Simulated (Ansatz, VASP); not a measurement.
# Ge (Germanium) in two plane-wave programs

One calculation is typed for both programs; each brings its own data sets. How far apart do they land? The structure shown is the end of the Ansatz relaxation below.

Calculated with Ansatz 0.2.0; plane waves, with VASP 6.6.1 beside it; single point at r2SCAN.

### 1. Starting point

Symmetry: I4_1/amd, No. 141, tetragonal system. Conventional cell: a = 4.023 Å, b = 4.023 Å, c = 5.617 Å, α = 90.00°, β = 90.00°, γ = 90.00°. Ge has 4 Ge at 2.45 Å nearest.

### 2. Ansatz: relaxation, r2SCAN

Ansatz runs on its PAW soft_1 files.

This run makes the geometry at which the two programs are then compared.

Contents of input.yaml:

```yaml
crystal:
  lattice:
    - [0.0, 2.8369207445, 2.808551537]
    - [2.8369207445, 0.0, 2.808551537]
    - [2.8369207445, 2.8369207445, 0.0]
  atoms:
    - { symbol: Ge, position: [0.499983901, 0.499983901, 0.499983901] }
    - { symbol: Ge, position: [0.750016099, 0.750016099, 0.750016099] }
  conventional_axes: [[-1, 1, 1], [1, -1, 1], [1, 1, -1]]
kpoints:
  mp_grid: { grid: [12, 12, 12], shift: [0.5, 0.5, 0.5] }
hamiltonian:
  xc: r2scan
  pseudopotentials: { kind: paw, azcp: { folder: soft_1 } }
scf:
  occupations: { method: gaussian, width: 0.02 }
output:
  forces: true
  stress: true
  eigenvalues: true
relax:
  adjacent_minimum: "off"
  f_tol: 0.001
  max_steps: 60
  cell: { stress_tol: 0.01, fix: [c, angles] }
```

Command:

```sh
$ ansatz run input.yaml --threads 4 --pin off --max-ram 10240MiB --backend cpu --events-out ev --progress --plain --runs-dir out
```

Numbers of over 12 decimals in the logs are rounded to 6 here.

The log of the run:

```text
Engine: ansatz 0.2.0, aarch64-unknown-linux-gnu
Pseudopotentials: kind: paw
Pseudopotential: Ge, paw, valence charge 14, recommended cutoff 500 eV (meta_gga), soft_1/Ge.paw.azcp
Functional definition: r2SCAN
  parameter k0 = 0.174
  parameter k1 = 0.065
  parameter a1 = 4.9479
  exchange = r2scan_x(k0 = k0, k1 = k1, a1 = a1)
  correlation = r2scan_c
Crystal: 2 atoms, lattice volume = 45.207 Å³
Basis set: ecut = 500 eV, 1139 PW (Γ), exchange–correlation on 120×120×120 points (64 copies of the dense FFT grid, shifted against one another)
Bands: 18, of which v1, the nominal top of the filled ones, is band 14 counted from 1 (13 counted from 0)
Symmetry: 4 space group operations
Space group: C2/m (ITA 12), of the structure as read, at distance tolerance 3.6e-5 Å
k-points: 468 of 1728
Non-local potential: Ge, projectors of the file, l = 0: 2, l = 1: 2, l = 2: 3, l = 3: 1
PAW form: soft (Blöchl's): semilocal exchange-correlation on the pseudo side does not see the compensation charge
PAW frozen core: Ge, regenerated for the run's functional (the file was generated under x = pbe(κ = 0.804, μ = 0.219515), c = pbe(β = 0.066725))
PAW one-centre angular grid: Ge, 590 points (default); XC on 160 Gauss nodes
Initial density: superposition of atomic densities (chi_scale 0.1, normalization cell)
Initial wavefunctions: pseudopotential atomic-orbital guess
Functional: x = r2scan, c = r2scan; τ floored in thin density (d = 2e-4 eV/Å³)
iter 1 solved again at ethr=1.70e-3 eV; its pass at ethr=3.10e-3 eV (dr2=4.77e-1 eV) is discarded
SCF iter   1: F=—  HF=-8605.758299 eV  |F-HF|=—  |Δ(HF+E_count)|=         —  Δρ=3.76e-2  dr2=4.81e-1  dr2_τ=4.67e-3  ethr=1.70e-3  ⟨swp⟩=1.0  Hψ=51379  notcnv=0
preconditioner: auto → none  [insulator: Δε(μ)=0.422 eV  Ē_g=24.354 eV  σ=0.020 eV  W_gap=1.00  n_scr=14 (ndim 8)  ℏωp=29.2 eV  f_vac=0.000  D(μ)=0.00/eV (n_scr^D=0)  ε∞_Penn≈2.4]
SCF iter   2: F=—  HF=-8605.799789 eV  |F-HF|=—  |Δ(HF+E_count)|=   4.15e-2  Δρ=1.91e-2  dr2=1.03e-1  dr2_τ=6.80e-4  ethr=1.70e-3  ⟨swp⟩=2.1  Hψ=10350  notcnv=0
SCF iter   3: F=—  HF=-8605.831200 eV  |F-HF|=—  |Δ(HF+E_count)|=   3.14e-2  Δρ=3.01e-3  dr2=1.66e-3  dr2_τ=3.44e-5  ethr=3.67e-4  ⟨swp⟩=3.2  Hψ=16936  notcnv=0
SCF iter   4: F=—  HF=-8605.829533 eV  |F-HF|=—  |Δ(HF+E_count)|=   1.67e-3  Δρ=6.52e-4  dr2=7.36e-5  dr2_τ=1.02e-6  ethr=5.92e-6  ⟨swp⟩=2.1  Hψ=16882  notcnv=0
SCF iter   5: F=—  HF=-8605.829566 eV  |F-HF|=—  |Δ(HF+E_count)|=   3.28e-5  Δρ=1.27e-4  dr2=2.93e-6  dr2_τ=5.18e-8  ethr=2.63e-7  ⟨swp⟩=2.0  Hψ=14976  notcnv=0
SCF iter   6: F=-8605.829567 eV  HF=-8605.829567 eV  |F-HF|=4.64e-9  |Δ(HF+E_count)|=   1.04e-6  Δρ=3.84e-6  dr2=1.82e-9  dr2_τ=9.14e-11  ethr=3.57e-10  ⟨swp⟩=3.8  Hψ=39314  notcnv=0
SCF 1 converged in 6 iterations: F = -8605.829567 eV  dr2 = 1.82e-9
  greatest PAW one-centre occupation: 0.998 electrons in one spin orbital (limit 2), on the Ge atom at site 1 (counted from 0), in its partial waves of l = 2
relax step   1: F+E_penalty+E_count = -8605.82956680 eV  Δ(F+E_penalty+E_count) = +0.000e0 eV  max|allowed force component| = 4.245e-4 eV/Å  Δτ_max = 0.0000 Å  P = +0.736 GPa  Ω = 45.207 Å³  fix = [c, alpha, beta, gamma]  reactions: c +1.283 GPa; alpha +0.004, beta +0.004, gamma +0.004 GPa/rad  (6 SCF iters, dr2 threshold 1.00e-7 eV, accepted)
[...]
relax step   2: F+E_penalty+E_count = -8605.82987762 eV  Δ(F+E_penalty+E_count) = -3.108e-4 eV  max|allowed force component| = 1.123e-4 eV/Å  Δτ_max = 0.0000 Å  P = +0.382 GPa  Ω = 45.424 Å³  energy of the carried Pulay correction = -3.205e-5 eV  fix = [c, alpha, beta, gamma]  reactions: c +1.054 GPa; alpha +0.003, beta +0.003, gamma +0.003 GPa/rad  (4 SCF iters, dr2 threshold 2.00e-7 eV, accepted)
[...]
relax step   3: F+E_penalty+E_count = -8605.82987760 eV  Δ(F+E_penalty+E_count) = +2.993e-8 eV  max|allowed force component| = 1.951e-5 eV/Å  Δτ_max = 0.0000 Å  P = +0.343 GPa  Ω = 45.448 Å³  energy of the carried Pulay correction = -3.564e-5 eV  fix = [c, alpha, beta, gamma]  reactions: c +1.029 GPa; alpha +0.003, beta +0.003, gamma +0.003 GPa/rad  (3 SCF iters, dr2 threshold 5.43e-9 eV, accepted)
[...]
relax step   4: F+E_penalty+E_count = -8605.82991345 eV  Δ(F+E_penalty+E_count) = -3.586e-5 eV  max|allowed force component| = 1.950e-5 eV/Å  Δτ_max = 0.0000 Å  P = +0.344 GPa  Ω = 45.448 Å³  fix = [c, alpha, beta, gamma]  reactions: c +1.029 GPa; alpha +0.003, beta +0.003, gamma +0.003 GPa/rad  stress off target by 1.06e-3 GPa on what of the cell is left free  SCF on the basis re-selected at this cell (its energy is not comparable with the rows above)  (6 SCF iters)
basis re-selected at this cell: Δ(F+E_penalty+E_count) = -3.586e-5 eV, ΔP = +0.001 GPa vs the last step (what re-selecting the basis moved, of the pressure what is left beyond the Pulay correction that the steps carried, after the strain that the cell walked since its last selection, with what the two solves' SCF thresholds leave and, on support functions, any second-order correction that the steps lacked; it is no m [...]
SCF converged after 6 iterations
Free energy (F): -8605.829913 eV
Harris-Foulkes:  -8605.829913 eV  (|F-HF|=5.46e-12)
Internal energy: -8605.829913 eV  (E = F + TS)
E sigma→0 (E₀):  -8605.829913 eV
Fermi energy:    8.521494 eV
--- Per-component energies (eV) ---
  E_band       = -320.132137
  E_kinetic    = 184.971230
  E_local      = -4507.682178  (includes V_loc(G=0)·N_el)
  E_nonlocal   = 436.691110
  E_hartree    = 2150.635209
  E_xc         = -131.799644
  E_vxc        = -136.736504  (∫ρ·V_xc dr)
  E_paw        = -4052.625662  (= ΣΔE_a)
  E_vpaw       = -605.806190  (= ΣTr[D̂ρ^β])
  E_aug_tail   = -0.000009  (compensation charges beyond the density's cutoff)
  E_vtau       = 7.159988  (kinetic-family band-sum trace: ∫τ·v_τ [+ j·A + Jᵃ·Aᵃ] dr)
  E_ewald      = -2683.848449
  E_core_change = -2.171521  (= ΣΔE_core)
  E_smearing   = -0.000000  (= −TS)
  E_closure    = -0.000000  (closes the sum)
  Σ components = -8605.829913   (vs F -8605.829913, Δ=0.00e0)
--- Forces (eV/Å), atoms counted from 1 ---
  atom   1  Ge     0.00001950     0.00001950     0.00001384
  atom   2  Ge    -0.00001950    -0.00001950    -0.00001384
  max |Σ_I F_I| component: 0.00e0 eV/Å
--- Stress (GPa, compression-positive) ---
        0.001063      -0.002906      -0.003448
       -0.002906       0.001063      -0.003448
       -0.003448      -0.003448       1.028959
  P = ⅓ Tr σ = 0.3437 GPa (3.437 kbar)
--- Band table (eV; the first three rows and the last of 468) ---
  k-point 0: bands = [... 10 lower, -4.9483, 7.6665, 8.2131, 8.2838, 9.1814, 11.0457, 11.1083, 11.1361]
  k-point 1: bands = [... 10 lower, -4.8309, 6.4255, 7.8133, 8.1288, 9.7522, 11.2336, 11.3775, 11.8333]
  k-point 2: bands = [... 10 lower, -4.5405, 4.7890, 7.3532, 7.7874, 9.6847, 11.6685, 11.9755, 13.1294]
  k-point 467: bands = [... 10 lower, -2.7153, 0.4789, 6.0196, 6.7355, 9.4765, 12.1827, 12.5972, 16.2956]
--- Relaxed structure (3 steps of the walk, 3 accepted, 1 SCFs on fresh bases) ---
  F+E_penalty+E_count = -8605.82991345 eV   max|allowed force component| = 1.950e-5 eV/Å   (the final SCF, on the basis selected at the relaxed cell)
  cell:  # Å, volume = 45.4479 Å³
    - [0, 2.844466, 2.808551537]
    - [2.844466, 0, 2.808551537]
    - [2.844466, 2.844466, 0]
  atoms:
    - { symbol: Ge, position: [0.499987, 0.499987, 0.499982] }
    - { symbol: Ge, position: [0.750013, 0.750013, 0.750018] }
```

(Part 1 of 4 ends here.)

[Lines on the potential files, build, host, timing and source positions are cut from VASP's logs without a mark.]

[Logs are printed without paths, hosts, clocks, repeated set-up lines and the standing remarks that a program may print on its own settings, such as how far it seeks lower states.]

[Hosts, paths, dates, database ids (printed as entryN), source tags and the programs' standing remarks are cut or masked in the printed files.]
